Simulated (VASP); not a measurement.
# RbPd (Fm-3m) in VASP: a series of runs, part 2 of 3

VASP 6.6.1. The steps go on from the part before.

**3. Relaxation of cell and atoms, PBE (random cell by space group and Wyckoff sites (Fm-3m, No. 225))**

Contents of INCAR:

```
SYSTEM = RbPd
PREC = Accurate
ENCUT = 600
EDIFF = 1E-7
ISMEAR = 0
SIGMA = 0.1
LREAL = .FALSE.
LASPH = .TRUE.
NELM = 100
ALGO = Fast
ISIF = 3
LWAVE = .FALSE.
LCHARG = .FALSE.
GGA = PE
IBRION = 2
NSW = 100
EDIFFG = -0.01
```

Contents of KPOINTS:

```
Automatic mesh
0
G
  14 14 14
  0 0 0
```

Contents of POSCAR:

```
RbPd
1.0
    0.0000000000      3.3158537805      3.3158537805
    3.3158537805      0.0000000000      3.3158537805
    3.3158537805      3.3158537805      0.0000000000
Rb Pd
1 1
Direct
    0.5000000000      0.5000000000      0.5000000000
    0.0000000000      0.0000000000      0.0000000000
```

Potentials or basis: VASP PAW PBE potentials, release 64 (Rb_sv, Pd).

The run is started by

```sh
> cat potpaw_PBE.64/Rb_sv/POTCAR potpaw_PBE.64/Pd/POTCAR > POTCAR
> mpirun -np 1 vasp_std > vasp.out
```

OUTCAR:

```text
SYSTEM = RbPd
   PREC = Accurate
   ENCUT = 600
   EDIFF = 1E-7
   ISMEAR = 0
   LREAL = .FALSE.
   LASPH = .TRUE.
   NELM = 100
   ISIF = 3
   GGA = PE
   IBRION = 2
   NSW = 100
   EDIFFG = -0.01

 ion  position               nearest neighbor table
   1  0.500  0.500  0.500-   2 3.32   2 3.32   2 3.32   2 3.32   2 3.32   2 3.32
   2  0.000  0.000  0.000-   1 3.32   1 3.32   1 3.32   1 3.32   1 3.32   1 3.32

  LATTYP: Found a face centered cubic cell.
 ALAT       =     6.6317075610

  Lattice vectors:

 A1 = (   0.0000000000,   3.3158537805,   3.3158537805)
 A2 = (   3.3158537805,   0.0000000000,   3.3158537805)
 A3 = (   3.3158537805,   3.3158537805,   0.0000000000)

Analysis of symmetry for initial positions (statically):
=====================================================================
 Subroutine PRICEL returns:
 Original cell was already a primitive cell.

 Routine SETGRP: Setting up the symmetry group for a
 face centered cubic supercell.

 Subroutine GETGRP returns: Found 48 space group operations
 (whereof 48 operations were pure point group operations)
 out of a pool of 48 trial point group operations.

The static configuration has the point symmetry O_h .

Analysis of symmetry for dynamics (positions and initial velocities):
=====================================================================
 Subroutine PRICEL returns:
 Original cell was already a primitive cell.

 Routine SETGRP: Setting up the symmetry group for a
 face centered cubic supercell.

 Subroutine GETGRP returns: Found 48 space group operations
 (whereof 48 operations were pure point group operations)
 out of a pool of 48 trial point group operations.

The dynamic configuration has the point symmetry O_h .

 Subroutine INISYM returns: Found 48 space group operations
 (whereof 48 operations are pure point group operations),
 and found     1 'primitive' translations

----------------------------------------------------------------------------------------

                                     Primitive cell

  volume of cell :      72.9149

  direct lattice vectors                    reciprocal lattice vectors
     0.000000000  3.315853780  3.315853780    -0.150790726  0.150790726  0.150790726
     3.315853780  0.000000000  3.315853780     0.150790726 -0.150790726  0.150790726
     3.315853780  3.315853780  0.000000000     0.150790726  0.150790726 -0.150790726

  length of vectors
     4.689325387  4.689325387  4.689325387     0.261177199  0.261177199  0.261177199

  position of ions in fractional coordinates (direct lattice)
     0.500000000  0.500000000  0.500000000
     0.000000000  0.000000000  0.000000000

  ion indices of the primitive-cell ions
   primitive index   ion index
                 1           1
                 2           2

----------------------------------------------------------------------------------------

 KPOINTS: Automatic mesh

Automatic generation of k-mesh.
 Grid dimensions read from file:
 generate k-points for:   14   14   14

 Generating k-lattice:

  Cartesian coordinates                     Fractional coordinates (reciprocal lattice)
[... 55 lines left out ...]
   LNONCOLLINEAR =      F non collinear calculations
   LSORBIT =      F    spin-orbit coupling
   LASPH  =      T    aspherical Exc in radial PAW
   ENCUT  =  600.0 eV  44.10 Ry    6.64 a.u.   9.37  9.37  9.37*2*pi/ulx,y,z
   NELM   =    100;   NELMIN=  2; NELMDL= -5     # of ELM steps
   EDIFF  = 0.1E-06   stopping-criterion for ELM
   LREAL  =      F    real-space projection
   EDIFFG = -.1E-01   stopping-criterion for IOM
   NSW    =    100    number of steps for IOM
   IBRION =      2    ionic relax: 0-MD 1-quasi-New 2-CG
   NFREE  =      1    steps in history (QN), initial steepest desc. (CG)
   ISIF   =      3    stress and relaxation
   ISYM   =      2    0-nonsym 1-usesym 2-fastsym
   POTIM  = 0.5000    time-step for ionic-motion
   TEBEG  =    0.0;   TEEND  =   0.0 temperature during run
   PSTRESS=    0.0 pullay stress
   NELECT =      19.0000    total number of electrons
   NUPDOWN=      -1.0000    fix difference up-down
   EMIN   =  10.00;   EMAX   =-10.00  energy-range for DOS
   EFERMI =   0.00;   METHOD = LEGACY
   ISMEAR =     0;   SIGMA  =   0.10  broadening in eV -4-tet -1-fermi 0-gaus
   EFERMI_NEDOS =   21; number of points for ismear=-14 and -15
   IALGO  =     68    algorithm
   IMIX   =      4    mixing-type and parameters
     AMIX     =   0.40;   BMIX     =  1.00
     AMIX_MAG =   1.60;   BMIX_MAG =  1.00
  volume/ion in A,a.u.               =      36.46       246.03
  Fermi-wavevector in a.u.,A,eV,Ry     =   1.045652  1.975996 14.876459  1.093389
  Thomas-Fermi vector in A             =   2.180457
   LORBIT       =      0    0 simple, 1 ext, 2 COOP (PROOUT), +10 PAW based schemes
   GGA     = PE    functional components
   LHFCALC =     F    Hartree Fock is set to
   AEXX    =    0.0000 exact exchange contribution
   IVDW    =     0    specifies the selected vdW correction
   LEPSILON=     F    determine dielectric tensor
   LRPA    =     F    only Hartree local field effects (RPA)
 conjugate gradient relaxation of ions
 non-spin polarized calculation
 RMM-DIIS sequential band-by-band and
 Gauss-broadening in eV      SIGMA  =   0.10
  energy-cutoff  :      600.00
  volume of cell :       72.91
 maximum number of plane-waves:      2454
 NGX is ok and might be reduce to    40
   NGX = 19   NGY = 19   NGZ = 19

--------------------------------------- Ionic step        1  -------------------------------------------

 number of electron      19.0000001 magnetization

 Free energy of the ion-electron system (eV)
  ---------------------------------------------------
  ext. energy  EPLUGINS =         0.00000000
  ---------------------------------------------------
  free energy    TOTEN  =        -4.86489783 eV

  energy without entropy =       -4.85635419  energy(sigma->0) =       -4.86062601

------------------------ aborting loop because EDIFF is reached ----------------------------------------

  FORCE on cell =-STRESS in cart. coord.  units (eV):
  Direction    XX          YY          ZZ          XY          YZ          ZX
  --------------------------------------------------------------------------------------
  -------------------------------------------------------------------------------------
  Total        0.1380771      0.1380771      0.1380771     -0.0000000      0.0000000     -0.0000000
  in kB        3.0340038      3.0340038      3.0340038     -0.0000000      0.0000000     -0.0000000
  external PRESSURE =       3.0340038 kB  Pullay stress =       0.0000000 kB
[... 59 lines left out ...]
--------------------------------------- Ionic step        3  -------------------------------------------

 number of electron      19.0000001 magnetization

 Free energy of the ion-electron system (eV)
  ---------------------------------------------------
  ext. energy  EPLUGINS =         0.00000000
  ---------------------------------------------------
  free energy    TOTEN  =        -4.86682617 eV

  energy without entropy =       -4.85837889  energy(sigma->0) =       -4.86260253

 E-fermi :   1.2996     XC(G=0):  -7.9656

 val. band max:        1.2973526415   @ k =   0.5000   0.2857   0.0714
 cond. band min:       1.3047153449   @ k =   0.4286   0.0000   0.0000
 fundamental gap:      0.0073627034
 Fermi energy:         1.2996193661

 k-point     1 :       0.0000    0.0000    0.0000
  band No.  band energies     occupation
      1     -25.5596      2.00000
      2      -9.6189      2.00000
      3      -9.6189      2.00000
      4      -9.6189      2.00000
      5      -1.0259      2.00000
      6       0.1151      2.00000
      7       0.1151      2.00000
      8       0.1363      2.00000
      9       0.1363      2.00000
     10       0.1363      2.00000
     11       7.3689      0.00000
     12       7.3689      0.00000
     13       7.3689      0.00000
[... 354 lines left out ...]
  band No.  band energies     occupation
      1     -25.5527      2.00000
      2      -9.7473      2.00000
      3      -9.6539      2.00000
      4      -9.6524      2.00000
      5      -0.1724      2.00000
      6       0.0798      2.00000
      7       0.2063      2.00000
      8       0.2828      2.00000
      9       0.3077      2.00000
     10       0.4545      2.00000
     11       4.8405      0.00000
     12       5.7716      0.00000
     13       6.2874      0.00000

 [... further k-points ...]

------------------------ aborting loop because EDIFF is reached ----------------------------------------

  FORCE on cell =-STRESS in cart. coord.  units (eV):
  Direction    XX          YY          ZZ          XY          YZ          ZX
  --------------------------------------------------------------------------------------
  -------------------------------------------------------------------------------------
  Total        0.0153951      0.0153951      0.0153951     -0.0000000     -0.0000000     -0.0000000
  in kB        0.3297665      0.3297665      0.3297665     -0.0000000     -0.0000000     -0.0000000
  external PRESSURE =       0.3297665 kB  Pullay stress =       0.0000000 kB
[... 17 lines left out ...]
  FREE ENERGIE OF THE ION-ELECTRON SYSTEM (eV)
  ---------------------------------------------------
  free  energy   TOTEN  =        -4.8668261709 eV

  energy  without entropy=       -4.8583788930  energy(sigma->0) =       -4.86260253

 reached required accuracy - stopping structural energy minimisation
```

CONTCAR:

```text
RbPd
   1.00000000000000
     0.0000000000000000    3.3441472397275254    3.3441472397275254
     3.3441472397275254    0.0000000000000000    3.3441472397275254
     3.3441472397275254    3.3441472397275254   -0.0000000000000000
  Rb              Pd
     1     1
Direct
     0.5000000000000000    0.5000000000000000    0.5000000000000000
     0.0000000000000000    0.0000000000000000    0.0000000000000000

  0.00000000E+00  0.00000000E+00  0.00000000E+00
  0.00000000E+00  0.00000000E+00  0.00000000E+00
```

It took 11 min on 1 thread of AMD EPYC 7R13 (Zen 3), shared host; peak memory 0.31 GiB.

Results:

| Property | Result |
| --- | --- |
| Free energy | -4.8668 eV |
| Relaxed volume | 37.40 Å³/atom |
| Relaxed cell | a = 4.729 Å, b = 4.729 Å, c = 4.729 Å, α = 60.00°, β = 60.00°, γ = 60.00° |
| Space group after relaxing (to 0.05 Å) | Fm-3m (No. 225) |
| Energy gained by relaxing | 1.0 meV/atom |
| Ionic steps | 3 |
| Pressure after relaxing | 0.0 GPa |
| Band gap on the k mesh | none (metal or under the smearing width) |

Step by step:
```csv
step,energy change (eV),largest force (eV/Å),pressure (GPa),volume (Å³)
1,0.0000,0.0000,0.30,72.91
2,-0.0011,0.0000,0.19,73.65
3,-0.0019,0.0000,0.03,74.80
```

Final structure:
```
CELL_PARAMETERS angstrom
0.00000 3.34415 3.34415
3.34415 0.00000 3.34415
3.34415 3.34415 0.00000
ATOMIC_POSITIONS crystal
Rb 0.50000 0.50000 0.50000
Pd 0.00000 0.00000 0.00000
```

[end of part 2 of 3]
